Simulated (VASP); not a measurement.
OSZICAR of a VASP run on HgTe (zinc blende):

### OSZICAR
```
       N       E                     dE             d eps       ncg     rms          rms(c)
DAV:   1     0.108653539121E+03    0.10865E+03   -0.80805E+03   416   0.119E+03
DAV:   2     0.801745387641E+00   -0.10785E+03   -0.10109E+03   461   0.265E+02
DAV:   3    -0.379745978309E+01   -0.45992E+01   -0.45835E+01   521   0.570E+01
DAV:   4    -0.384384397734E+01   -0.46384E-01   -0.46377E-01   535   0.524E+00
DAV:   5    -0.384411245456E+01   -0.26848E-03   -0.26848E-03   501   0.354E-01    0.655E+00
DAV:   6    -0.364744133875E+01    0.19667E+00   -0.48333E-01   471   0.972E+00    0.531E+00
DAV:   7    -0.364195269010E+01    0.54886E-02   -0.98930E-02   466   0.241E+00    0.209E+00
DAV:   8    -0.364149850184E+01    0.45419E-03   -0.94591E-03   436   0.129E+00    0.536E-01
DAV:   9    -0.364154974432E+01   -0.51242E-04   -0.83169E-04   491   0.349E-01    0.111E-01
DAV:  10    -0.364158328852E+01   -0.33544E-04   -0.96576E-05   452   0.982E-02    0.511E-02
DAV:  11    -0.364159868118E+01   -0.15393E-04   -0.32955E-05   461   0.464E-02    0.246E-02
DAV:  12    -0.364159766507E+01    0.10161E-05   -0.40864E-06   496   0.161E-02    0.150E-02
DAV:  13    -0.364159764576E+01    0.19301E-07   -0.28627E-07   243   0.408E-03
   1 F= -.36415976E+01 E0= -.36414191E+01  d E =-.357089E-03
```

**Question.** Which electronic solver shows in the log?

**Answer.** It is blocked Davidson (ALGO = Normal, or the opening steps of other solvers). The INCAR had ALGO = Normal.

**Question.** Can the final energy be trusted as converged?

**Answer.** The calculation finished and met its thresholds. It stopped with EDIFF = 1E-6, NELM = 100 (PBE GGA, plane waves, VASP's PBE PAW potentials (set 64)).

The compound is HgTe in the zinc blende structure. It was relaxed first, which changed the volume by +9 %.
